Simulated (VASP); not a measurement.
The input files of a VASP run:

**KPOINTS**
```
Automatic mesh
0
Gamma
6 6 4
0 0 0
```

File POSCAR:
```
CdSe
1
    2.1812518077    -3.7780387061     0.0000000000
    2.1812518077     3.7780387061     0.0000000000
    0.0000000000     0.0000000000     7.1017611063
Cd Se
2 2
Direct
  0.6666670000   0.3333330000   0.5001024707
  0.3333330000   0.6666670000   0.0001024707
  0.6666670000   0.3333330000   0.8758975293
  0.3333330000   0.6666670000   0.3758975293
```

INCAR:
```
SYSTEM  =  CdSe
PREC  =  Accurate; ENCUT  =  480; LREAL  =  .FALSE.
LASPH  =  .TRUE.
EDIFF  =  1E-7; NELM  =  100; ALGO  =  Normal
LMAXMIX  =  4
ISMEAR  =  0; SIGMA  =  0.05
GGA  =  PE
ISIF  =  2
LWAVE  =  .FALSE.; LCHARG  =  .FALSE.
```

POTCAR, in this order: Cd Se (PBE.64 set). Program: vasp_std.

### Question
Translate this PBE calculation to Quantum ESPRESSO's pw.x.

### Answer
One equivalent input (not run):
```
&CONTROL
  calculation = 'scf'
  pseudo_dir = './pseudo'
  outdir = './out'
  tprnfor = .true.
  tstress = .true.
/
&SYSTEM
  ibrav = 0
  nat = 4
  ntyp = 2
  ecutwfc = 102
  occupations = 'smearing'
  smearing = 'gaussian'
  degauss = 0.003675
  input_dft = 'pbe'
/
&ELECTRONS
  conv_thr = 7.3e-09
  electron_maxstep = 100
/
ATOMIC_SPECIES
  Cd 112.414 Cd.upf
  Se 78.971 Se.upf
CELL_PARAMETERS angstrom
     2.1812518   -3.7780387    0.0000000
     2.1812518    3.7780387    0.0000000
     0.0000000    0.0000000    7.1017611
ATOMIC_POSITIONS crystal
  Cd   0.6666670  0.3333330  0.5001025
  Cd   0.3333330  0.6666670  0.0001025
  Se   0.6666670  0.3333330  0.8758975
  Se   0.3333330  0.6666670  0.3758975
K_POINTS automatic
  6 6 4 0 0 0
```
What does not carry over: the potentials are each code's own (VASP's PAW set, PseudoDojo norm-conserving files in pw.x), so ENCUT and ecutwfc are chosen apart and not converted; conv_thr bounds pw.x's estimated SCF error, while EDIFF bounds the energy change between steps.

The compound is CdSe in the wurtzite structure. This cell was strained or had an atom moved on purpose.
